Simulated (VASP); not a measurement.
Consider the following.

```
CELL_PARAMETERS angstrom
      0.00000     2.43907     2.43907
      2.43907     0.00000     2.43907
      2.43907     2.43907     0.00000
ATOMIC_POSITIONS crystal
  Pb 0.00000 0.00000 0.00000
```

These are LDA (Ceperley-Alder, Perdew-Zunger), VASP's LDA PAW potentials (set 64) (plane waves; VASP) values and carry that method's errors. Run with 500 eV cut-off, 13×13×13 Γ-centred mesh, first-order Methfessel-Paxton smearing of 0.10 eV, potentials Pb_d.

Unless said otherwise, spin-orbit coupling is left out, though it shifts the bands of the heavy elements here.

Question: Estimate the energy per atom (σ→0), band gap (on the k-mesh) with the smallest direct gap where there is one.

Answer: 
The band gap (on the k-mesh) comes out as none (metal, semimetal or under 0.01 eV) and the energy per atom (σ→0) is -4.251 eV/atom.

Total energies compare only between runs with the same potentials, cut-off and functional.

The compound is Pb in the fcc structure. It was relaxed first.
